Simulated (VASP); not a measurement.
Method: PBE GGA, VASP's PBE PAW potentials (set 64) (plane waves; VASP).

A VASP calculation is set up with these files.

KPOINTS_OPT:
```
k-points along high-symmetry lines
6
Line-mode
Reciprocal
  0.000000   0.000000   0.000000 ! GAMMA
  0.000000   0.500000   0.000000 ! M

  0.000000   0.500000   0.000000 ! M
 -0.333333   0.666667   0.000000 ! K

 -0.333333   0.666667   0.000000 ! K
  0.000000   0.000000   0.000000 ! GAMMA

  0.000000   0.000000   0.000000 ! GAMMA
  0.000000   0.000000   0.500000 ! A

  0.000000   0.000000   0.500000 ! A
  0.000000   0.500000   0.500000 ! L

  0.000000   0.500000   0.500000 ! L
 -0.333333   0.666667   0.500000 ! H

 -0.333333   0.666667   0.500000 ! H
  0.000000   0.000000   0.500000 ! A

  0.000000   0.500000   0.500000 ! L
  0.000000   0.500000   0.000000 ! M

 -0.333333   0.666667   0.500000 ! H
 -0.333333   0.666667   0.000000 ! K
```

**POSCAR**
```
Tb
1
    1.8000000000    -3.1176910000     0.0000000000
    1.8000000000     3.1176910000     0.0000000000
    0.0000000000     0.0000000000     5.6900000000
Tb
2
Direct
  0.3333330000   0.6666670000   0.2500000000
  0.6666670000   0.3333330000   0.7500000000
```

### INCAR
```
! general
SYSTEM   =  Tb
PREC     =  Accurate
ENCUT    =  300
LREAL    =  .False.
LASPH    =  .True.

! electronic loop
EDIFF    =  1E-6
NELM     =  100
ALGO     =  Normal
LMAXMIX  =  6

! smearing
ISMEAR   =  0
SIGMA    =  0.1

! functional
GGA      =  PE

! spin
ISPIN    =  2
MAGMOM   =  6.0 6.0

! ions
ISIF     =  2

! output
LWAVE    =  .False.
LCHARG   =  .False.
LORBIT   =  11
```

KPOINTS:
```
K-points
0
G
  8 8 4
0 0 0
```

POTCAR, in this order: Tb (PBE.64 set). Program: vasp_std.

What does the run give for the energy per atom (σ→0), cell moment, band gap (over mesh and band path)?

The energy per atom (σ→0) comes out as -9.453 eV/atom and the cell moment is 11.66 μB. The band gap (over mesh and band path) is none (metal, semimetal or under 0.01 eV).

### OSZICAR
```
...
DAV:  41    -0.189369993890E+02   -0.78399E-05   -0.10131E-05  3551   0.451E-02    0.134E-01
DAV:  42    -0.189370003266E+02   -0.93764E-06   -0.12773E-05  4496   0.332E-02    0.116E-01
DAV:  43    -0.189370025651E+02   -0.22385E-05   -0.61547E-06  3295   0.274E-02    0.115E-01
DAV:  44    -0.189370051616E+02   -0.25964E-05   -0.61100E-06  3816   0.222E-02    0.867E-02
DAV:  45    -0.189370058071E+02   -0.64551E-06   -0.36948E-06  3571   0.115E-02
   1 F= -.18937006E+02 E0= -.18906276E+02  d E =-.614604E-01  mag=    11.6636
       N       E                     dE             ncg
       N       E                     dE             ncg
```

The structure is a typed Tb crystal (P6_3/mmc). The cell was not relaxed at this level.
